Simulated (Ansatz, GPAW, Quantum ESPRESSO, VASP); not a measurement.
# One structure in several programs: TaAl3 (I4/mmm, 4 atoms in the cell)

Self-consistent single point, at a second geometry (lattice scaled by 0.98). First geometry:

```xyz
4
Lattice="-1.9171 1.9171 4.2513 1.9171 -1.9171 4.2513 1.9171 1.9171 -4.2513" Properties=species:S:1:pos:R:3 pbc="T T T"
Ta     0.0000     0.0000     0.0000
Al     0.0000     0.0000     4.2513
Al     0.0000     1.9171     2.1256
Al     1.9171     0.0000     2.1256
```

Shared settings, as Ansatz (an electronic-structure program) writes them: kpoints.mp_grid.grid = 11 11 11; scf.occupations.method = gaussian; scf.occupations.width = 0.0073 Ry. Potentials and cutoffs stand in the table.

```json
[
 {"code": "Ansatz", "model": "PBEsol, default PAW files made with PBE", "ΔF from the first geometry (meV/atom)": "23.4", "pressure (GPa)": "8.94", "cutoff": "30.9 Ry"},
 {"code": "VASP", "model": "PBEsol, VASP's PBE PAW potentials (set 64)", "ΔF from the first geometry (meV/atom)": "25.1", "pressure (GPa)": "8.97", "cutoff": "300 eV"},
 {"code": "Quantum ESPRESSO", "model": "PBEsol, PSlibrary ultrasoft (PBE) pseudopotentials", "ΔF from the first geometry (meV/atom)": "25.7", "pressure (GPa)": "9.36", "cutoff": "50 Ry"},
 {"code": "GPAW", "model": "PBEsol, GPAW PAW datasets PBEsol (made by gpaw-setup)", "ΔF from the first geometry (meV/atom)": "26.1", "pressure (GPa)": "9.54", "cutoff": "600 eV"}
]
```

On Ansatz's run: spin-orbit coupling is off. Spin polarisation is off.

The spread over the programs that give each value: ΔF from the first geometry within 2.7 meV/atom; pressure within 0.60 GPa.

Ansatz's pressure is given at a fixed set of plane waves, as the other plane-wave codes print theirs; with its correction for the finite basis it is 9.01 GPa.

VASP's run is marked for a possible Pulay error in its stress at this cutoff; no cutoff test was made.

The starting cell comes from a database of computed structures (which also holds hypothetical and non-ambient phases and stackings), without a prior relaxation at this level. For this run, on top of that: lattice scaled by 0.98.

Left out of this page: ABINIT, Elk, FLEUR and SIESTA (not drawn, or without a comparable value).

Keys are those of Ansatz 0.2.
